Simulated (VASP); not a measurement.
OSZICAR of a VASP run on Eu (bcc):

OSZICAR:
```
       N       E                     dE             d eps       ncg     rms          rms(c)
DAV:   1    -0.142457911812E+02   -0.14246E+02   -0.39885E+03  1160   0.868E+02
DAV:   2    -0.272781101433E+02   -0.13032E+02   -0.12894E+02  1464   0.111E+02
DAV:   3    -0.276058796788E+02   -0.32777E+00   -0.31385E+00  1752   0.140E+01
DAV:   4    -0.276115866804E+02   -0.57070E-02   -0.57476E-02  1616   0.154E+00
DAV:   5    -0.276116027688E+02   -0.16088E-04   -0.16088E-04  1840   0.109E-01    0.815E+00
DAV:   6    -0.270214606496E+02    0.59014E+00   -0.38086E-01  1592   0.699E+00    0.435E+00
DAV:   7    -0.272025691417E+02   -0.18111E+00   -0.11472E-01  1728   0.423E+00    0.660E-01
DAV:   8    -0.270656951935E+02    0.13687E+00   -0.64845E-02  1712   0.325E+00    0.798E-02
DAV:   9    -0.271783729885E+02   -0.11268E+00   -0.27231E-02  1152   0.180E+00    0.850E-02
DAV:  10    -0.271764133138E+02    0.19597E-02   -0.44175E-04  2160   0.220E-01    0.790E-02
DAV:  11    -0.271834307889E+02   -0.70175E-02   -0.19225E-04  1496   0.176E-01    0.737E-02
DAV:  12    -0.271493261606E+02    0.34105E-01   -0.13328E-02  1168   0.112E+00    0.304E-01
DAV:  13    -0.271497513967E+02   -0.42524E-03   -0.10141E-03  1304   0.381E-01    0.179E-01
DAV:  14    -0.271495595185E+02    0.19188E-03   -0.16978E-04  1552   0.111E-01    0.138E-01
DAV:  15    -0.271495702285E+02   -0.10710E-04   -0.98746E-06  1744   0.322E-02    0.107E-01
DAV:  16    -0.271495793351E+02   -0.91066E-05   -0.34783E-05  1296   0.662E-02    0.533E-02
DAV:  17    -0.271496167064E+02   -0.37371E-04   -0.92752E-06  1472   0.314E-02    0.309E-02
DAV:  18    -0.271495797615E+02    0.36945E-04   -0.49305E-05  1168   0.578E-02    0.174E-02
DAV:  19    -0.271495778120E+02    0.19496E-05   -0.31914E-06  1936   0.198E-02    0.386E-03
DAV:  20    -0.271495803175E+02   -0.25055E-05   -0.10432E-06  1176   0.108E-02    0.330E-03
DAV:  21    -0.271495772338E+02    0.30837E-05   -0.16710E-06  1192   0.132E-02    0.481E-04
DAV:  22    -0.271495773336E+02   -0.99801E-07   -0.14329E-07  1248   0.566E-03
   1 F= -.27149577E+02 E0= -.27149483E+02  d E =-.282077E-03
```

### Question
Which electronic solver shows in the log?

### Answer
It is blocked Davidson (ALGO = Normal, or the opening steps of other solvers). The INCAR had ALGO = Normal.

### Question
Can the final energy be trusted as converged?

### Answer
Self-consistency was reached. It stopped with EDIFF = 1E-7, NELM = 100 (r2SCAN meta-GGA, plane waves, VASP's PBE PAW potentials (set 64)). The 4f electrons are frozen in the core of the lanthanide potential, so 4f levels, which can set the real gap, and their magnetism are missing.

The compound is Eu in the bcc structure. It was relaxed first, which changed the volume by -8 %.
